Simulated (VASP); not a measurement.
Output of a VASP run:

**OSZICAR**
```
...
DAV:  11    -0.289691077861E+02    0.40148E-05   -0.91758E-05  1132   0.834E-02    0.143E-02
DAV:  12    -0.289691110853E+02   -0.32992E-05   -0.11605E-05  1040   0.440E-02    0.384E-03
DAV:  13    -0.289691108557E+02    0.22956E-06   -0.22185E-07   756   0.476E-03
   1 F= -.28969111E+02 E0= -.28969111E+02  d E =-.289691E+02
       N       E                     dE             d eps       ncg     rms          rms(c)
DAV:   1    -0.291930021038E+02   -0.22389E+00   -0.59043E+00   992   0.253E+01    0.330E+00
DAV:   2    -0.289847083089E+02    0.20829E+00   -0.60322E-01  1092   0.708E+00    0.945E-01
DAV:   3    -0.289767557483E+02    0.79526E-02   -0.37644E-02  1028   0.174E+00    0.359E-01
DAV:   4    -0.289742398724E+02    0.25159E-02   -0.37897E-03  1072   0.610E-01    0.133E-01
DAV:   5    -0.289739561670E+02    0.28371E-03   -0.75573E-04  1076   0.224E-01    0.440E-02
DAV:   6    -0.289739578195E+02   -0.16525E-05   -0.47452E-05  1088   0.842E-02    0.861E-03
DAV:   7    -0.289739565327E+02    0.12868E-05   -0.75140E-07   720   0.108E-02    0.580E-03
DAV:   8    -0.289739563091E+02    0.22360E-06   -0.15901E-07   572   0.404E-03
   2 F= -.28973956E+02 E0= -.28973956E+02  d E =-.484545E-02
       N       E                     dE             d eps       ncg     rms          rms(c)
DAV:   1    -0.290684804024E+02   -0.94524E-01   -0.14560E+00  1000   0.129E+01    0.162E+00
DAV:   2    -0.290186421977E+02    0.49838E-01   -0.13628E-01  1076   0.342E+00    0.489E-01
DAV:   3    -0.290164327225E+02    0.22095E-02   -0.99305E-03  1052   0.890E-01    0.180E-01
DAV:   4    -0.290158483749E+02    0.58435E-03   -0.82481E-04  1028   0.292E-01    0.717E-02
DAV:   5    -0.290157741810E+02    0.74194E-04   -0.16829E-04  1088   0.107E-01    0.234E-02
DAV:   6    -0.290157719327E+02    0.22483E-05   -0.10632E-05  1084   0.389E-02    0.401E-03
DAV:   7    -0.290157719065E+02    0.26227E-07   -0.12352E-07   588   0.446E-03
   3 F= -.29015772E+02 E0= -.29015772E+02  d E =-.466611E-01
       N       E                     dE             d eps       ncg     rms          rms(c)
DAV:   1    -0.290157859767E+02   -0.14044E-04   -0.62188E-04  1008   0.265E-01    0.333E-02
DAV:   2    -0.290157672590E+02    0.18718E-04   -0.57235E-05  1088   0.702E-02    0.101E-02
DAV:   3    -0.290157656069E+02    0.16520E-05   -0.41801E-06  1000   0.182E-02    0.366E-03
DAV:   4    -0.290157650065E+02    0.60048E-06   -0.31930E-07   504   0.615E-03
   4 F= -.29015765E+02 E0= -.29015765E+02  d E =-.466542E-01
       N       E                     dE             d eps       ncg     rms          rms(c)
DAV:   1    -0.290157660814E+02   -0.47450E-06   -0.17026E-02   968   0.125E+00    0.261E-02
DAV:   2    -0.290157869761E+02   -0.20895E-04   -0.24720E-04  1084   0.150E-01    0.162E-02
DAV:   3    -0.290157815953E+02    0.53808E-05   -0.66936E-06  1116   0.300E-02    0.602E-03
DAV:   4    -0.290157810365E+02    0.55877E-06   -0.34874E-06  1036   0.183E-02
   5 F= -.29015781E+02 E0= -.29015781E+02  d E =-.160301E-04
       N       E                     dE             d eps       ncg     rms          rms(c)
DAV:   1    -0.290158052915E+02   -0.23696E-04   -0.34357E-03   972   0.560E-01    0.112E-02
DAV:   2    -0.290158082439E+02   -0.29524E-05   -0.49809E-05  1084   0.675E-02    0.716E-03
DAV:   3    -0.290158079021E+02    0.34179E-06   -0.11348E-06   804   0.130E-02
   6 F= -.29015808E+02 E0= -.29015808E+02  d E =-.428957E-04
```

OUTCAR:
```
------------------------ aborting loop because EDIFF is reached ----------------------------------------
  FORCE on cell =-STRESS in cart. coord.  units (eV):
  Direction    XX          YY          ZZ          XY          YZ          ZX
  --------------------------------------------------------------------------------------
  Total        0.0284197      0.0284197      0.0357494      0.0000000      0.0000000     -0.0000000
  in kB        1.8568993      1.8568997      2.3358082      0.0000000      0.0000000     -0.0000000
  external PRESSURE =       2.0165358 kB  Pullay stress =       0.0000000 kB
  volume of cell :       24.52
      direct lattice vectors                 reciprocal lattice vectors
     1.288443068 -2.231649084 -0.000000000     0.388065264 -0.224049562  0.000000000
     1.288443068  2.231649084  0.000000000     0.388065264  0.224049562  0.000000000
    -0.000000000  0.000000000  4.264034318     0.000000000 -0.000000000  0.234519688
  FREE ENERGIE OF THE ION-ELECTRON SYSTEM (eV)
  ---------------------------------------------------
  free  energy   TOTEN  =       -29.0158079021 eV

  energy  without entropy=      -29.0158079021  energy(sigma->0) =      -29.01580790

 reached required accuracy - stopping structural energy minimisation
```
(Selected blocks of OUTCAR.)

### POSCAR
```
BN
1
    1.2712230378    -2.2018231076    -0.0000000000
    1.2712230378     2.2018231076    -0.0000000000
   -0.0000000000    -0.0000000000     4.2050197319
B N
2 2
Direct
  0.6666670000   0.3333330000   0.5002486094
  0.3333330000   0.6666670000   0.0002486094
  0.6666670000   0.3333330000   0.8747513906
  0.3333330000   0.6666670000   0.3747513906
```

**Question.** Write an INCAR and KPOINTS that could have produced this output.

**Answer.** Several could match; the one computed here: the input of the run itself, vdW-DF2, plane waves, VASP's PBE PAW potentials (set 64).

File KPOINTS:
```
Regular mesh
0
Gamma
  9 9 5
0 0 0
```

### INCAR
```
# general
SYSTEM  =BN
PREC    =Accurate
ENCUT   =520
LREAL   =.FALSE.
LASPH   =.TRUE.

# electronic loop
EDIFF   =1E-6
NELM    =100
ALGO    =Normal

# smearing
ISMEAR  =0
SIGMA   =0.05

# functional
GGA     =ML
LUSE_VDW=.TRUE.
AGGAC   =0.0
ZAB_VDW =-1.8867

# ions
IBRION  =2
NSW     =60
ISIF    =3
EDIFFG  =-0.02

# output
LWAVE   =.FALSE.
LCHARG  =.FALSE.
```

POTCAR, in this order: B N (PBE.64 set). Program: vasp_std.

Energy and stress use the plane-wave basis of the starting cell.

The compound is BN in the wurtzite structure, a metastable high-pressure form. This run relaxes it. Symmetry was kept, so distortions that lower it aren't found. The start is the result of an earlier pass.
